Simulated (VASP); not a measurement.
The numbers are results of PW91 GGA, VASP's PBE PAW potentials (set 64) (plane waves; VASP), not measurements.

Input for VASP

File KPOINTS:
```
kpoints
0
gamma
  15 15 15
```

**INCAR**
```
ALGO=Normal
EDIFF=1E-7
ENCUT=520
GGA=91
ISIF=2
ISMEAR=-5
LASPH=.TRUE.
LCHARG=.TRUE.
LMAXMIX=6
LORBIT=11
LREAL=.FALSE.
LWAVE=.FALSE.
NEDOS=601
NELM=100
PREC=Accurate
SYSTEM=HfN
```

### POSCAR
```
HfN
3.2090580
  0.0000000000   0.7071068283   0.7071068283
  0.7071068283   0.0000000000   0.7071068283
  0.7071068283   0.7071068283   0.0000000000
Hf N
1 1
Cart
  0.0000000000   0.0000000000   0.0000000000
  0.7071068283   0.7071068283   0.7071068283
```

POTCAR, in this order: Hf_pv N (PBE.64 set). Program: vasp_std.

What VASP printed:

### OUTCAR
```
 ion  position               nearest neighbor table
   1  0.000  0.000  0.000-   2 2.27   2 2.27   2 2.27   2 2.27   2 2.27   2 2.27
   2  0.500  0.500  0.500-   1 2.27   1 2.27   1 2.27   1 2.27   1 2.27   1 2.27
  LATTYP: Found a face centered cubic cell.
 ALAT       =     4.5382936482
 Subroutine PRICEL returns:
 Original cell was already a primitive cell.
 Subroutine GETGRP returns: Found 48 space group operations
The static configuration has the point symmetry O_h .
The dynamic configuration has the point symmetry O_h .
 Subroutine INISYM returns: Found 48 space group operations
 Subroutine IBZKPT returns following result:
 Found    120 irreducible k-points:

 Following reciprocal coordinates:
            Coordinates               Weight
  0.000000  0.000000  0.000000      1.000000
  0.066667  0.000000  0.000000      8.000000
  0.133333  0.000000  0.000000      8.000000
  0.200000  0.000000  0.000000      8.000000
  0.266667  0.000000  0.000000      8.000000
  0.333333  0.000000  0.000000      8.000000
  0.400000  0.000000  0.000000      8.000000
  0.466667  0.000000  0.000000      8.000000
  0.066667  0.066667  0.000000      6.000000
  0.133333  0.066667  0.000000     24.000000
  0.200000  0.066667  0.000000     24.000000
  0.266667  0.066667  0.000000     24.000000
  0.333333  0.066667  0.000000     24.000000
  0.400000  0.066667  0.000000     24.000000
  0.466667  0.066667  0.000000     24.000000
 -0.466667  0.066667  0.000000     24.000000
 -0.400000  0.066667  0.000000     24.000000
 -0.333333  0.066667  0.000000     24.000000
 -0.266667  0.066667  0.000000     24.000000
 -0.200000  0.066667  0.000000     24.000000
 -0.133333  0.066667  0.000000     24.000000
 -0.066667  0.066667  0.000000     12.000000
  0.133333  0.133333  0.000000      6.000000
  0.200000  0.133333  0.000000     24.000000
...
```

File OSZICAR:
```
       N       E                     dE             d eps       ncg     rms          rms(c)
DAV:   1     0.385454871495E+02    0.38545E+02   -0.83144E+03  2640   0.129E+03
DAV:   2    -0.228090363764E+02   -0.61355E+02   -0.58276E+02  3585   0.254E+02
DAV:   3    -0.249374531957E+02   -0.21284E+01   -0.21077E+01  3413   0.405E+01
DAV:   4    -0.249553694071E+02   -0.17916E-01   -0.17855E-01  3134   0.368E+00
DAV:   5    -0.249556835241E+02   -0.31412E-03   -0.31388E-03  3487   0.360E-01    0.470E+01
DAV:   6    -0.218868627967E+02    0.30688E+01   -0.16566E+01  3075   0.289E+01    0.399E+01
DAV:   7    -0.218189732929E+02    0.67890E-01   -0.74651E-01  3009   0.788E+00    0.263E+01
DAV:   8    -0.218061869543E+02    0.12786E-01   -0.17042E-01  3089   0.377E+00    0.665E+00
DAV:   9    -0.217932288394E+02    0.12958E-01   -0.73817E-02  3108   0.190E+00    0.153E+00
DAV:  10    -0.217927454802E+02    0.48336E-03   -0.24413E-03  3089   0.463E-01    0.402E-01
DAV:  11    -0.217927404500E+02    0.50302E-05   -0.27529E-04  3274   0.146E-01    0.436E-02
DAV:  12    -0.217927389662E+02    0.14837E-05   -0.14076E-05  3219   0.360E-02    0.387E-02
DAV:  13    -0.217927388197E+02    0.14649E-06   -0.68074E-07  3176   0.880E-03    0.118E-03
DAV:  14    -0.217927388899E+02   -0.70133E-07   -0.26961E-08  1644   0.137E-03
   1 F= -.21792739E+02 E0= -.21792739E+02  d E =0.000000E+00
```

File OUTCAR:
```
------------------------ aborting loop because EDIFF is reached ----------------------------------------
  FORCE on cell =-STRESS in cart. coord.  units (eV):
  Direction    XX          YY          ZZ          XY          YZ          ZX
  --------------------------------------------------------------------------------------
  Total       -0.0005586     -0.0005586     -0.0005586     -0.0000000      0.0000000      0.0000000
  in kB       -0.0382972     -0.0382972     -0.0382972     -0.0000000      0.0000000      0.0000000
  external PRESSURE =      -0.0382972 kB  Pullay stress =       0.0000000 kB
  volume of cell :       23.37
      direct lattice vectors                 reciprocal lattice vectors
     0.000000000  2.269146824  2.269146824    -0.220347134  0.220347134  0.220347134
     2.269146824  0.000000000  2.269146824     0.220347134 -0.220347134  0.220347134
     2.269146824  2.269146824  0.000000000     0.220347134  0.220347134 -0.220347134
 POSITION                                       TOTAL-FORCE (eV/Angst)
 -----------------------------------------------------------------------------------
      0.00000      0.00000      0.00000        -0.000000     -0.000000     -0.000000
      2.26915      2.26915      2.26915         0.000000      0.000000      0.000000
 -----------------------------------------------------------------------------------
    total drift:                                0.000000     -0.000000     -0.000000
  FREE ENERGIE OF THE ION-ELECTRON SYSTEM (eV)
  ---------------------------------------------------
  free  energy   TOTEN  =       -21.7927388899 eV

  energy  without entropy=      -21.7927388899  energy(sigma->0) =      -21.79273889

 total charge

# of ion       s       p       d       tot
------------------------------------------
    1        0.285   6.559   1.747   8.591
    2        1.232   2.510   0.000   3.741
--------------------------------------------------
tot          1.516   9.069   1.747  12.332
```
(Selected blocks of OUTCAR.)

For a metal the tetrahedron method with Blöchl corrections gives inexact stress and forces.

The compound is HfN in the rock salt structure. It was relaxed first. The electron count is odd and the run is not spin-polarised, which forces a metal.
